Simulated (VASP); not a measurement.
CrCoN2, 8 atoms in the cell. The structure is hexagonal, space group P6_3/mmc (No. 194). The conventional cell has a = 2.755 Å, b = 2.755 Å, c = 9.880 Å, α = 90.00°, β = 90.00°, γ = 120.00°. Around Co (site symmetry -3m) lie 6 N at 2.02 Å. Cr (site symmetry -6m2) has 6 N at 2.01 Å as nearest neighbours. Around N (site symmetry 3m) lie 3 Cr at 2.01 Å and 3 Co at 2.02 Å. The cell comes from a database or a generator and needn't be the stable form of this composition.

```yaml
Program: VASP 6.6.1
Task: single point
Functional: PBE
Potentials_or_basis: VASP PAW PBE potentials, release 64 (Co, Cr_pv, N)
Cutoff: 520 eV
k_mesh: 11 × 11 × 3
Occupations: fermi-dirac, width 0.05 eV
Spin: collinear spin, ferromagnetic start
Starting_moments: "[2.0, 2.0, 3.0, 3.0, 0.0, 0.0, 0.0, 0.0] μB"
Further_INCAR_settings: ALGO = Normal; EDIFF = 1e-07; NBANDS = 45
```

Potentials or basis: VASP PAW PBE potentials, release 64 (Co, Cr_pv, N).

Run with:

```bash
$ cat potpaw_PBE.64/Co/POTCAR potpaw_PBE.64/Cr_pv/POTCAR potpaw_PBE.64/N/POTCAR > POTCAR
$ mpirun -np 1 vasp_std > vasp.out
```

Hardware: 1 thread of Intel(R) Xeon(R) Platinum 8488C (Sapphire Rapids), with other jobs on the host.

Problem. How long does it take, and how much memory?

Solution. Run time: 4.8 min on 1 thread of Intel(R) Xeon(R) Platinum 8488C (Sapphire Rapids), on a shared host, peak memory 0.29 GiB. Counts: scf iterations 24, k points 32.
